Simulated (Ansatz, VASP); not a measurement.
**Two plane-wave programs on BeRhS3**

Contents of INCAR:

```
ALGO = Normal
EDIFF = 1E-6
ENCUT = 520
GGA = PE
ISIF = 2
ISMEAR = 0
ISPIN = 2
LASPH = T
LCHARG = T
LELF = T
LMAXMIX = 4
LORBIT = 11
LREAL = F
LVHAR = T
LWAVE = F
MAGMOM = 0 1 0 0 0
NBANDS = 30
NELM = 150
PREC = Accurate
SIGMA = 0.1
```

KPOINTS

```
k-points
0
Gamma
  4 4 4
```

The input POSCAR:

```
BeRhS3
1.0
    4.2144897100      0.0000000000      0.0000000000
    0.0000000000      4.2144897100      0.0000000000
    0.0000000000      0.0000000000      4.2144897100
Be Rh S
1 1 3
Direct
    0.0000000000      0.0000000000      0.0000000000
    0.5000000000      0.5000000000      0.5000000000
    0.0000000000      0.5000000000      0.5000000000
    0.5000000000      0.0000000000      0.5000000000
    0.5000000000      0.5000000000      0.0000000000
```

Input for Ansatz:

```yaml
crystal:
  lattice:
    - [4.21448971, 0.0, 0.0]
    - [0.0, 4.21448971, 0.0]
    - [0.0, 0.0, 4.21448971]
  atoms:
    - { symbol: Be, position: [0.0, 0.0, 0.0] }
    - { symbol: Rh, position: [0.5, 0.5, 0.5], spin: 1.0 }
    - { symbol: S, position: [0.0, 0.5, 0.5] }
    - { symbol: S, position: [0.5, 0.0, 0.5] }
    - { symbol: S, position: [0.5, 0.5, 0.0] }
basis:
  ecutwfc: 420
kpoints:
  mp_grid: { grid: [4, 4, 4] }
hamiltonian:
  xc: pbe
scf:
  occupations: { method: gaussian, width: 0.1 }
  lower_state_search: "off"
output:
  forces: true
  stress: true
  eigenvalues: true
  populations: true
magnetization:
  spin_polarized: true
```

Change from the starting cell: species swapped into the KCuCl3 type (Pm-3m, No. 221).

Alike in both runs: task single point; functional PBE; k mesh 4 × 4 × 4; occupations gaussian, width 0.1 eV; collinear spin.

```csv
,VASP,Ansatz
version,VASP 6.6.1,Ansatz 0.2.0
potentials or method,"VASP PAW PBE potentials, release 64 (Be, Rh_pv, S)","scalar-relativistic, plane waves, PAW"
plane-wave cutoff (eV),520,420
valence electrons in the cell,35,37
```

|  | VASP | Ansatz | Ansatz less VASP |
| --- | --- | --- | --- |
| gap on the k mesh at the Fermi level (eV) | none | none | - |
| net moment per atom (μB) | 0.00 | 0.00 | 0.000 |

A gap of «none» marks a metal or a gap that the smearing closes. The two sets of potentials don't hold the same shells in valence. Ansatz warned: «seeded_moment_not_kept».

Caveats: the k mesh is coarse (spacing up to 0.37 Å⁻¹), so the values aren't converged.
